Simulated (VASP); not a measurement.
**TiSe under strain**

Aim: follow the pressure of TiSe through compression, expansion and shear. All runs use PBEsol. Left out of this account: 1 further run (self-consistent run: a reference on another mesh). The start is a cell from a database of measured crystal structures.

Main program and level: VASP 6.6.1; PBEsol, no spin polarisation; plane waves and PAW (Ti_sv, Se).

Most raw output is cut from this account.

**1. Starting point**

It takes space group P6_3/mmc (No. 194, hexagonal). Conventional cell: a = 3.559 Å, b = 3.559 Å, c = 6.220 Å, α = 90.00°, β = 90.00°, γ = 120.00°. Nearest to Ti lie 6 Se at 2.58 Å. Nearest to Se lie 6 Ti at 2.58 Å. Farther neighbours and most contacts between anions are not listed.

**2. Bands, cell as listed**

Levels along the symmetry lines show where the bands peak and cross; KPOINTS_OPT computes them in the converged potential. PBEsol restores the gradient expansion of exchange and is tuned for the cells of solids.

Input file INCAR:

```
SYSTEM = TiSe
PREC = Accurate
ENCUT = 400
EDIFF = 1E-06
NELM = 100
ISMEAR = -1
SIGMA = 0.05
LREAL = .FALSE.
ALGO = Normal
GGA = PS
NBANDS = 32
LASPH = .TRUE.
LORBIT = 11
LWAVE = .FALSE.
LCHARG = .FALSE.
KPAR = 4
```

Input file POSCAR:

```
TiSe
1.0
    3.5590000000      0.0000000000      0.0000000000
   -1.7795000000      3.0821844121      0.0000000000
    0.0000000000      0.0000000000      6.2200000000
Ti Se
2 2
Direct
    0.0000000000      0.0000000000      0.0000000000
    0.0000000000      0.0000000000      0.5000000000
    0.3333333333      0.6666666667      0.2500000000
    0.6666666667      0.3333333333      0.7500000000
```

Input file KPOINTS:

```
Automatic mesh
0
Gamma
10 10 5
0 0 0
```

Input file KPOINTS_OPT:

```
Line mode
16
Line-mode
Reciprocal
  0.00000000   0.00000000   0.00000000 GAMMA
  0.50000000   0.00000000   0.00000000 M

  0.50000000   0.00000000   0.00000000 M
  0.33333333   0.33333333   0.00000000 K

  0.33333333   0.33333333   0.00000000 K
  0.00000000   0.00000000   0.00000000 GAMMA

  0.00000000   0.00000000   0.00000000 GAMMA
  0.00000000   0.00000000   0.50000000 A

  0.00000000   0.00000000   0.50000000 A
  0.50000000   0.00000000   0.50000000 L

  0.50000000   0.00000000   0.50000000 L
  0.33333333   0.33333333   0.50000000 H

  0.33333333   0.33333333   0.50000000 H
  0.00000000   0.00000000   0.50000000 A

  0.50000000   0.00000000   0.50000000 L
  0.50000000   0.00000000   0.00000000 M

  0.33333333   0.33333333   0.00000000 K
  0.33333333   0.33333333   0.50000000 H
```

Potentials, in the order of the species: Ti_sv and Se (PBE family, release 64).

Command:

```bash
$ mpirun -np 4 vasp_std
```

Run time: 25 s. Hardware: 4 MPI ranks of Intel Xeon 6975P-C (Granite Rapids), shared host; peak memory 0.87 GiB.

This run has no spin polarisation, although Ti can carry a moment. Spin-orbit coupling is off here; it would split degenerate levels. The PAW data sets were made with PBE, which is usual practice but a small mismatch for other functionals.

Numbers from this step:

```yaml
scf_cycles: 13
electrons: 36
bands: 32
irreducible_k_points: 42
symmetry_operations: 24
free_energy_toten: -28.94 eV
energy_at_zero_smearing: -28.92 eV
fermi_energy: 8.695 eV
pressure: -0.6207 GPa
metallic: yes
```

Electronic bands along the path, in eV, zero at the Fermi level; # counts the bands kept:

| point | #5 | #6 | #7 | #8 | #9 | #10 | #11 | #12 |
| --- | --- | --- | --- | --- | --- | --- | --- | --- |
| Γ | -1.89 | -1.64 | -1.64 | -0.45 | -0.45 | -0.42 | -0.42 | 1.19 |
| 0.47 of the way | -3.71 | -2.90 | -1.67 | 0.12 | 0.24 | 0.28 | 0.87 | 1.12 |
| M | -4.46 | -3.36 | -2.04 | -0.28 | 0.69 | 1.11 | 1.30 | 1.43 |
| 0.47 of the way | -4.72 | -4.47 | -0.94 | -0.10 | 0.70 | 0.87 | 1.08 | 1.50 |
| K | -4.94 | -4.51 | 0.15 | 0.36 | 0.36 | 0.52 | 0.52 | 1.49 |
| 0.47 of the way | -4.16 | -3.83 | -1.21 | 0.21 | 0.47 | 0.66 | 0.97 | 1.03 |
| Γ | -1.89 | -1.64 | -1.64 | -0.45 | -0.45 | -0.42 | -0.42 | 1.19 |
| 0.53 of the way | -2.52 | -2.52 | -0.88 | -0.27 | -0.27 | 0.31 | 0.31 | 1.27 |
| A | -3.38 | -3.38 | 0.11 | 0.11 | 0.11 | 0.11 | 0.13 | 0.13 |
| 0.47 of the way | -3.64 | -3.64 | -0.69 | -0.69 | 0.30 | 0.30 | 0.98 | 0.98 |
| L | -3.98 | -3.98 | -1.05 | -1.05 | 1.23 | 1.23 | 1.45 | 1.45 |
| 0.47 of the way | -4.56 | -4.56 | -0.69 | -0.69 | 1.10 | 1.10 | 1.23 | 1.23 |
| H | -4.65 | -4.65 | -0.29 | -0.29 | 0.80 | 0.80 | 1.47 | 1.47 |
| 0.47 of the way | -4.09 | -4.09 | -0.58 | -0.58 | 0.12 | 0.12 | 1.38 | 1.38 |
| A | -3.38 | -3.38 | 0.11 | 0.11 | 0.11 | 0.11 | 0.13 | 0.13 |
| jump to L | -3.98 | -3.98 | -1.05 | -1.05 | 1.23 | 1.23 | 1.45 | 1.45 |
| 0.47 of the way | -4.31 | -3.59 | -1.71 | -0.49 | 1.07 | 1.15 | 1.35 | 1.42 |
| M | -4.46 | -3.36 | -2.04 | -0.28 | 0.69 | 1.11 | 1.30 | 1.43 |
| jump to K | -4.94 | -4.51 | 0.15 | 0.36 | 0.36 | 0.52 | 0.52 | 1.49 |
| 0.53 of the way | -4.77 | -4.77 | -0.09 | -0.09 | 0.36 | 1.01 | 1.01 | 1.28 |
| H | -4.65 | -4.65 | -0.29 | -0.29 | 0.80 | 0.80 | 1.47 | 1.47 |

Of the projections kept (Ti, Se), the largest for each band there; the rest of the weight can lie on other orbitals:

| point | #5 | #6 | #7 | #8 | #9 | #10 | #11 | #12 |
| --- | --- | --- | --- | --- | --- | --- | --- | --- |
| Γ | Ti 0.95 | Se 0.96 | Se 0.96 | Ti 0.95 | Ti 0.95 | Ti 0.94 | Ti 0.94 | Ti 0.99 |
| M | Se 0.59 | Se 0.90 | Ti 0.92 | Ti 0.92 | Ti 0.96 | Ti 0.99 | Ti 0.95 | Ti 1.00 |
| K | Se 0.70 | Se 0.82 | Ti 0.92 | Ti 0.96 | Ti 0.96 | Ti 0.91 | Ti 0.91 | Ti 0.96 |
| Γ | Ti 0.95 | Se 0.96 | Se 0.96 | Ti 0.95 | Ti 0.95 | Ti 0.94 | Ti 0.94 | Ti 0.99 |
| A | Se 0.61 | Se 0.61 | Ti 0.96 | Ti 0.96 | Ti 0.96 | Ti 0.96 | Ti 0.84 | Ti 0.84 |
| L | Se 0.68 | Se 0.68 | Ti 0.91 | Ti 0.91 | Ti 0.99 | Ti 0.99 | Ti 0.96 | Ti 0.96 |

There is no gap at this level.

**3. Bands, volume times 1.04**

The cell is expanded evenly, with fractional positions held.

INCAR is that of step 2.

Input file POSCAR:

```
TiSe
1.0
    3.6058343182      0.0000000000      0.0000000000
   -1.8029171591      3.1227441214      0.0000000000
    0.0000000000      0.0000000000      6.3018514918
Ti Se
2 2
Direct
    0.0000000000      0.0000000000      0.0000000000
    0.0000000000      0.0000000000      0.5000000000
    0.3333333333      0.6666666667      0.2500000000
    0.6666666667      0.3333333333      0.7500000000
```

KPOINTS is that of step 2.

KPOINTS_OPT is that of step 2.

Command:

```bash
$ mpirun -np 4 vasp_std
```

Wall time 25 s (4 MPI ranks); peak memory 0.89 GiB; 95 s of CPU time.

Numbers from this step:

```yaml
free_energy_toten: -28.89 eV
energy_at_zero_smearing: -28.88 eV
fermi_energy: 8.261 eV
pressure: -4.963 GPa
```

Electronic bands along the path, in eV, zero at the Fermi level; # counts the bands kept:

| point | #5 | #6 | #7 | #8 | #9 | #10 | #11 | #12 |
| --- | --- | --- | --- | --- | --- | --- | --- | --- |
| Γ | -1.79 | -1.69 | -1.69 | -0.41 | -0.41 | -0.40 | -0.40 | 1.12 |
| 0.53 of the way | -3.84 | -3.00 | -1.61 | 0.18 | 0.24 | 0.38 | 0.91 | 1.05 |
| M | -4.34 | -3.34 | -1.93 | -0.27 | 0.65 | 1.04 | 1.20 | 1.34 |
| 0.53 of the way | -4.85 | -4.39 | -0.74 | -0.04 | 0.64 | 0.76 | 0.94 | 1.45 |
| K | -4.84 | -4.46 | 0.14 | 0.35 | 0.35 | 0.47 | 0.47 | 1.40 |
| 0.53 of the way | -3.86 | -3.51 | -1.26 | 0.23 | 0.28 | 0.58 | 0.77 | 0.95 |
| Γ | -1.79 | -1.69 | -1.69 | -0.41 | -0.41 | -0.40 | -0.40 | 1.12 |
| 0.47 of the way | -2.36 | -2.36 | -0.99 | -0.29 | -0.29 | 0.22 | 0.22 | 1.13 |
| A | -3.32 | -3.32 | 0.10 | 0.10 | 0.10 | 0.10 | 0.10 | 0.10 |
| 0.53 of the way | -3.64 | -3.64 | -0.76 | -0.76 | 0.38 | 0.38 | 0.97 | 0.97 |
| L | -3.90 | -3.90 | -0.98 | -0.98 | 1.15 | 1.15 | 1.36 | 1.36 |
| 0.53 of the way | -4.48 | -4.48 | -0.57 | -0.57 | 0.99 | 0.99 | 1.13 | 1.13 |
| H | -4.53 | -4.53 | -0.26 | -0.26 | 0.75 | 0.75 | 1.36 | 1.36 |
| 0.47 of the way | -4.02 | -4.02 | -0.54 | -0.54 | 0.11 | 0.11 | 1.29 | 1.29 |
| A | -3.32 | -3.32 | 0.10 | 0.10 | 0.10 | 0.10 | 0.10 | 0.10 |
| jump to L | -3.90 | -3.90 | -0.98 | -0.98 | 1.15 | 1.15 | 1.36 | 1.36 |
| 0.47 of the way | -4.20 | -3.55 | -1.61 | -0.46 | 1.00 | 1.08 | 1.25 | 1.33 |
| M | -4.34 | -3.34 | -1.93 | -0.27 | 0.65 | 1.04 | 1.20 | 1.34 |
| jump to K | -4.84 | -4.46 | 0.14 | 0.35 | 0.35 | 0.47 | 0.47 | 1.40 |
| 0.53 of the way | -4.66 | -4.66 | -0.07 | -0.07 | 0.33 | 0.93 | 0.93 | 1.20 |
| H | -4.53 | -4.53 | -0.26 | -0.26 | 0.75 | 0.75 | 1.36 | 1.36 |

Of the projections kept (Ti, Se), the largest for each band there; the rest of the weight can lie on other orbitals:

| point | #5 | #6 | #7 | #8 | #9 | #10 | #11 | #12 |
| --- | --- | --- | --- | --- | --- | --- | --- | --- |
| Γ | Ti 0.95 | Se 0.96 | Se 0.96 | Ti 0.95 | Ti 0.95 | Ti 0.95 | Ti 0.95 | Ti 1.00 |
| M | Se 0.60 | Se 0.90 | Ti 0.93 | Ti 0.93 | Ti 0.96 | Ti 0.99 | Ti 0.95 | Ti 1.00 |
| K | Se 0.71 | Se 0.83 | Ti 0.93 | Ti 0.96 | Ti 0.96 | Ti 0.91 | Ti 0.91 | Ti 0.96 |
| Γ | Ti 0.95 | Se 0.96 | Se 0.96 | Ti 0.95 | Ti 0.95 | Ti 0.95 | Ti 0.95 | Ti 1.00 |
| A | Se 0.62 | Se 0.62 | Ti 0.86 | Ti 0.86 | Ti 0.96 | Ti 0.96 | Ti 0.96 | Ti 0.96 |
| L | Se 0.69 | Se 0.69 | Ti 0.92 | Ti 0.92 | Ti 1.00 | Ti 1.00 | Ti 0.96 | Ti 0.96 |

 The pressure is -4.96 GPa.

Between step 2 and this run (cell volume +4.0 %) the value for the pressure moves from -0.621 GPa to -4.96 GPa.

**4. Bands, volume times 1.08**

INCAR is that of step 3.

Input file POSCAR:

```
TiSe
1.0
    3.6514826365      0.0000000000      0.0000000000
   -1.8257413183      3.1622767247      0.0000000000
    0.0000000000      0.0000000000      6.3816302330
Ti Se
2 2
Direct
    0.0000000000      0.0000000000      0.0000000000
    0.0000000000      0.0000000000      0.5000000000
    0.3333333333      0.6666666667      0.2500000000
    0.6666666667      0.3333333333      0.7500000000
```

KPOINTS is that of step 3.

KPOINTS_OPT is that of step 3.

Command:

```bash
$ mpirun -np 4 vasp_std
```

It took 23 s on 4 MPI ranks; peak memory 0.89 GiB.

Numbers from this step:

```yaml
free_energy_toten: -28.78 eV
energy_at_zero_smearing: -28.76 eV
fermi_energy: 7.854 eV
pressure: -8.441 GPa
```

The electronic bands at the labelled points (eV, zero at the Fermi level; # counts the bands kept):

| point | #5 | #6 | #7 | #8 | #9 | #10 | #11 | #12 |
| --- | --- | --- | --- | --- | --- | --- | --- | --- |
| Γ | -1.74 | -1.74 | -1.69 | -0.38 | -0.38 | -0.38 | -0.38 | 1.05 |
| 0.47 of the way | -3.57 | -2.84 | -1.49 | 0.11 | 0.19 | 0.21 | 0.74 | 0.99 |
| M | -4.23 | -3.31 | -1.82 | -0.25 | 0.61 | 0.97 | 1.12 | 1.26 |
| 0.47 of the way | -4.51 | -4.30 | -0.87 | -0.08 | 0.63 | 0.76 | 0.93 | 1.31 |
| K | -4.73 | -4.40 | 0.12 | 0.34 | 0.34 | 0.43 | 0.43 | 1.32 |
| 0.47 of the way | -3.98 | -3.68 | -1.08 | 0.19 | 0.41 | 0.54 | 0.86 | 0.89 |
| Γ | -1.74 | -1.74 | -1.69 | -0.38 | -0.38 | -0.38 | -0.38 | 1.05 |
| 0.53 of the way | -2.47 | -2.47 | -0.84 | -0.23 | -0.23 | 0.26 | 0.26 | 1.12 |
| A | -3.25 | -3.25 | 0.07 | 0.07 | 0.10 | 0.10 | 0.10 | 0.10 |
| 0.53 of the way | -3.57 | -3.57 | -0.71 | -0.71 | 0.36 | 0.36 | 0.90 | 0.90 |
| L | -3.82 | -3.82 | -0.92 | -0.92 | 1.08 | 1.08 | 1.27 | 1.27 |
| 0.53 of the way | -4.38 | -4.38 | -0.53 | -0.53 | 0.93 | 0.93 | 1.06 | 1.06 |
| H | -4.43 | -4.43 | -0.23 | -0.23 | 0.71 | 0.71 | 1.26 | 1.26 |
| 0.53 of the way | -3.77 | -3.77 | -0.45 | -0.45 | 0.03 | 0.03 | 1.11 | 1.11 |
| A | -3.25 | -3.25 | 0.07 | 0.07 | 0.10 | 0.10 | 0.10 | 0.10 |
| jump to L | -3.82 | -3.82 | -0.92 | -0.92 | 1.08 | 1.08 | 1.27 | 1.27 |
| 0.53 of the way | -4.13 | -3.46 | -1.59 | -0.38 | 0.88 | 1.00 | 1.16 | 1.24 |
| M | -4.23 | -3.31 | -1.82 | -0.25 | 0.61 | 0.97 | 1.12 | 1.26 |
| jump to K | -4.73 | -4.40 | 0.12 | 0.34 | 0.34 | 0.43 | 0.43 | 1.32 |
| 0.47 of the way | -4.58 | -4.58 | -0.01 | -0.01 | 0.27 | 0.80 | 0.80 | 1.18 |
| H | -4.43 | -4.43 | -0.23 | -0.23 | 0.71 | 0.71 | 1.26 | 1.26 |

Of the projections kept (Ti, Se), the largest for each band there; the rest of the weight can lie on other orbitals:

| point | #5 | #6 | #7 | #8 | #9 | #10 | #11 | #12 |
| --- | --- | --- | --- | --- | --- | --- | --- | --- |
| Γ | Se 0.96 | Se 0.96 | Ti 0.96 | Ti 0.96 | Ti 0.96 | Ti 0.95 | Ti 0.95 | Ti 1.00 |
| M | Se 0.61 | Se 0.91 | Ti 0.94 | Ti 0.93 | Ti 0.97 | Ti 0.99 | Ti 0.95 | Ti 1.00 |
| K | Se 0.72 | Se 0.83 | Ti 0.93 | Ti 0.96 | Ti 0.96 | Ti 0.92 | Ti 0.92 | Ti 0.97 |
| Γ | Se 0.96 | Se 0.96 | Ti 0.96 | Ti 0.96 | Ti 0.96 | Ti 0.95 | Ti 0.95 | Ti 1.00 |
| A | Se 0.63 | Se 0.63 | Ti 0.87 | Ti 0.87 | Ti 0.97 | Ti 0.97 | Ti 0.97 | Ti 0.97 |
| L | Se 0.70 | Se 0.70 | Ti 0.92 | Ti 0.92 | Ti 1.00 | Ti 1.00 | Ti 0.96 | Ti 0.96 |

 The pressure is -8.44 GPa.

For the pressure, step 2 gave -0.621 GPa; this run, with cell volume +8.0 %, gives -8.44 GPa.

**5. Bands, sheared, principal strains -2.5, +0.9, +1.6 %**

The cell is sheared at fixed volume, which lowers its symmetry.

INCAR is that of step 4.

Input file POSCAR:

```
TiSe
1.0
    3.5935140000      0.0503630000     -0.0085290000
   -1.7531420000      3.0090800000      0.0324080000
   -0.0149070000      0.0567940000      6.2593820000
Ti Se
2 2
Direct
    0.0000000000      0.0000000000      0.0000000000
    0.0000000000      0.0000000000      0.5000000000
    0.3333333333      0.6666666667      0.2500000000
    0.6666666667      0.3333333333      0.7500000000
```

KPOINTS is that of step 4.

Input file KPOINTS_OPT:

```
Line mode
16
Line-mode
Reciprocal
 -0.50000000   0.00000000   0.00000000 X
  0.00000000   0.00000000   0.00000000 GAMMA

  0.00000000   0.00000000   0.00000000 GAMMA
  0.00000000   0.00000000  -0.50000000 Y

 -0.50000000   0.00000000  -0.50000000 L
  0.00000000   0.00000000   0.00000000 GAMMA

  0.00000000   0.00000000   0.00000000 GAMMA
  0.50000000  -0.50000000   0.00000000 Z

  0.00000000  -0.50000000   0.00000000 N
  0.00000000   0.00000000   0.00000000 GAMMA

  0.00000000   0.00000000   0.00000000 GAMMA
  0.50000000  -0.50000000  -0.50000000 M

  0.00000000  -0.50000000  -0.50000000 R
  0.00000000   0.00000000   0.00000000 GAMMA
```

Command:

```bash
$ mpirun -np 4 vasp_std
```

Wall time 63 s (4 MPI ranks); peak memory 2.2 GiB; 3.8 min of CPU time.

The path and its labels are those of the sheared lattice, so a letter need not mean the same point as in the unstrained cell.

Numbers from this step:

```yaml
scf_cycles: 14
irreducible_k_points: 252
symmetry_operations: 2
free_energy_toten: -28.93 eV
energy_at_zero_smearing: -28.92 eV
fermi_energy: 8.679 eV
pressure: -0.6883 GPa
```

The electronic bands at the labelled points (eV, zero at the Fermi level; # counts the bands kept):

| point | #5 | #6 | #7 | #8 | #9 | #10 | #11 | #12 |
| --- | --- | --- | --- | --- | --- | --- | --- | --- |
| X | -4.23 | -3.04 | -2.00 | -0.34 | 0.70 | 1.11 | 1.32 | 1.44 |
| 0.47 of the way | -3.91 | -2.74 | -1.72 | 0.10 | 0.32 | 0.51 | 1.02 | 1.16 |
| Γ | -1.88 | -1.72 | -1.46 | -0.53 | -0.51 | -0.30 | -0.29 | 1.15 |
| 0.47 of the way | -2.44 | -2.20 | -1.01 | -0.39 | -0.16 | 0.15 | 0.38 | 1.15 |
| Y | -3.21 | -3.20 | 0.02 | 0.04 | 0.13 | 0.13 | 0.23 | 0.24 |
| jump to L | -3.74 | -3.71 | -1.10 | -1.08 | 1.23 | 1.24 | 1.47 | 1.47 |
| 0.47 of the way | -3.88 | -3.01 | -1.38 | -0.33 | 0.31 | 0.78 | 0.83 | 1.51 |
| Γ | -1.88 | -1.72 | -1.46 | -0.53 | -0.51 | -0.30 | -0.29 | 1.15 |
| 0.47 of the way | -3.73 | -2.92 | -1.64 | 0.09 | 0.27 | 0.29 | 0.89 | 1.09 |
| Z | -4.47 | -3.38 | -2.02 | -0.33 | 0.68 | 1.07 | 1.43 | 1.44 |
| jump to N | -4.54 | -3.47 | -2.03 | -0.32 | 0.67 | 1.11 | 1.42 | 1.44 |
| 0.53 of the way | -3.74 | -3.00 | -1.63 | 0.08 | 0.26 | 0.28 | 0.89 | 1.08 |
| Γ | -1.88 | -1.72 | -1.46 | -0.53 | -0.51 | -0.30 | -0.29 | 1.15 |
| 0.47 of the way | -3.75 | -3.11 | -1.32 | -0.11 | 0.09 | 0.56 | 0.70 | 1.56 |
| M | -4.02 | -3.97 | -1.06 | -1.01 | 1.21 | 1.24 | 1.51 | 1.52 |
| jump to R | -4.10 | -4.04 | -1.06 | -0.99 | 1.24 | 1.26 | 1.48 | 1.51 |
| 0.53 of the way | -3.73 | -3.18 | -1.30 | -0.09 | 0.07 | 0.54 | 0.67 | 1.58 |
| Γ | -1.88 | -1.72 | -1.46 | -0.53 | -0.51 | -0.30 | -0.29 | 1.15 |

Of the projections kept (Ti, Se), the largest for each band there; the rest of the weight can lie on other orbitals:

| point | #5 | #6 | #7 | #8 | #9 | #10 | #11 | #12 |
| --- | --- | --- | --- | --- | --- | --- | --- | --- |
| X | Se 0.59 | Se 0.90 | Ti 0.93 | Ti 0.92 | Ti 0.96 | Ti 0.99 | Ti 0.95 | Ti 1.00 |
| Γ | Ti 0.95 | Se 0.96 | Se 0.96 | Ti 0.95 | Ti 0.94 | Ti 0.94 | Ti 0.95 | Ti 0.99 |
| Y | Se 0.60 | Se 0.61 | Ti 0.95 | Ti 0.95 | Ti 0.85 | Ti 0.85 | Ti 0.96 | Ti 0.96 |
| L | Se 0.67 | Se 0.68 | Ti 0.91 | Ti 0.91 | Ti 0.99 | Ti 1.00 | Ti 0.97 | Ti 0.97 |
| Γ | Ti 0.95 | Se 0.96 | Se 0.96 | Ti 0.95 | Ti 0.94 | Ti 0.94 | Ti 0.95 | Ti 0.99 |
| Z | Se 0.60 | Se 0.90 | Ti 0.92 | Ti 0.92 | Ti 0.96 | Ti 0.98 | Ti 1.00 | Ti 0.96 |

Force by atom:

| atom | x (eV/Å) | y (eV/Å) | z (eV/Å) | size |
| --- | --- | --- | --- | --- |
| Ti1 | 0.000 | 0.000 | 0.000 | 0.000 |
| Ti2 | 0.000 | 0.000 | 0.000 | 0.000 |
| Se3 | 0.179 | 0.170 | -0.013 | 0.247 |
| Se4 | -0.179 | -0.170 | 0.013 | 0.247 |

 The pressure is -0.69 GPa, and the symmetry operations fall from 24 to 2.

(Continued in part 2 of 2.)

[Lines on the potential files, build, host, timing and source positions are cut from VASP's logs without a mark.]

[Logs are printed without paths, hosts, clocks, repeated set-up lines and the standing remarks that a program may print on its own settings, such as how far it seeks lower states.]

[Hosts, paths, dates, database ids (printed as entryN), source tags and the programs' standing remarks are cut or masked in the printed files.]

[A measured line is paired with the nearest computed mode of its activity, which favours agreement.]
